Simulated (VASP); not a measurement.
Level of theory: PBE GGA, VASP's PBE PAW potentials (set 64) (plane waves; VASP).

VASP ran on this input.

### KPOINTS
```
Automatic mesh
0
Gamma
6 6 3
0 0 0
```

**POSCAR**
```
ZnS
1
    1.9247304936    -3.3337309623     0.0000000000
    1.9247304936     3.3337309623     0.0000000000
    0.0000000000     0.0000000000     6.3053713504
Zn S
2 2
Direct
  0.6666670000   0.3333330000   0.5001174349
  0.3333330000   0.6666670000   0.0001174349
  0.6666670000   0.3333330000   0.8748825651
  0.3333330000   0.6666670000   0.3748825651
```

**INCAR**
```
# general
SYSTEM   =  ZnS
PREC     =  Accurate
ENCUT    =  520
LREAL    =  F
LASPH    =  T

# electronic loop
EDIFF    =  1E-6
NELM     =  100
ALGO     =  Normal
LMAXMIX  =  4

# smearing
ISMEAR   =  0
SIGMA    =  0.05

# functional
GGA      =  PE

# output
LWAVE    =  F
LCHARG   =  T
```

POTCAR, in this order: Zn S (PBE.64 set). Program: vasp_std.

What VASP printed:

File OSZICAR:
```
       N       E                     dE             d eps       ncg     rms          rms(c)
DAV:   1     0.234201760311E+03    0.23420E+03   -0.17431E+04   616   0.193E+03
DAV:   2     0.755582258949E+01   -0.22665E+03   -0.22171E+03   646   0.375E+02
DAV:   3    -0.140494773825E+02   -0.21605E+02   -0.21512E+02   742   0.117E+02
DAV:   4    -0.145367804801E+02   -0.48730E+00   -0.48684E+00   736   0.182E+01
DAV:   5    -0.145458718526E+02   -0.90914E-02   -0.90907E-02   736   0.243E+00    0.959E+00
DAV:   6    -0.136720133733E+02    0.87386E+00   -0.20216E+00   964   0.429E+01    0.749E+00
DAV:   7    -0.137053895574E+02   -0.33376E-01   -0.19394E+00   646   0.799E+00    0.327E+00
DAV:   8    -0.136880126806E+02    0.17377E-01   -0.12763E-01   838   0.485E+00    0.109E+00
DAV:   9    -0.136887610300E+02   -0.74835E-03   -0.19541E-02   826   0.269E+00    0.272E-01
DAV:  10    -0.136889398059E+02   -0.17878E-03   -0.15512E-03   712   0.421E-01    0.173E-01
DAV:  11    -0.136891781183E+02   -0.23831E-03   -0.27777E-04   712   0.112E-01    0.633E-02
DAV:  12    -0.136891937166E+02   -0.15598E-04   -0.25872E-05   842   0.584E-02    0.153E-02
DAV:  13    -0.136891956178E+02   -0.19012E-05   -0.33917E-06   614   0.183E-02    0.761E-03
DAV:  14    -0.136891960979E+02   -0.48009E-06   -0.12132E-06   582   0.132E-02
   1 F= -.13689196E+02 E0= -.13689196E+02  d E =-.419066E-13
```

OUTCAR:
```
------------------------ aborting loop because EDIFF is reached ----------------------------------------
  FORCE on cell =-STRESS in cart. coord.  units (eV):
  Direction    XX          YY          ZZ          XY          YZ          ZX
  --------------------------------------------------------------------------------------
  Total       -0.0162266     -0.0162266      0.0278477      0.0000000      0.0000000     -0.0000000
  in kB       -0.3212892     -0.3212892      0.5513906      0.0000000      0.0000000     -0.0000000
  external PRESSURE =      -0.0303959 kB  Pullay stress =       0.0000000 kB
  volume of cell :       80.92
      direct lattice vectors                 reciprocal lattice vectors
     1.924730494 -3.333730962  0.000000000     0.259776629 -0.149982109  0.000000000
     1.924730494  3.333730962  0.000000000     0.259776629  0.149982109  0.000000000
     0.000000000  0.000000000  6.305371350     0.000000000  0.000000000  0.158594941
  FREE ENERGIE OF THE ION-ELECTRON SYSTEM (eV)
  ---------------------------------------------------
  free  energy   TOTEN  =       -13.6891960979 eV

  energy  without entropy=      -13.6891960979  energy(sigma->0) =      -13.68919610
```
(Selected blocks of OUTCAR.)

The compound is ZnS in the wurtzite structure, the high-temperature form. It was relaxed first.
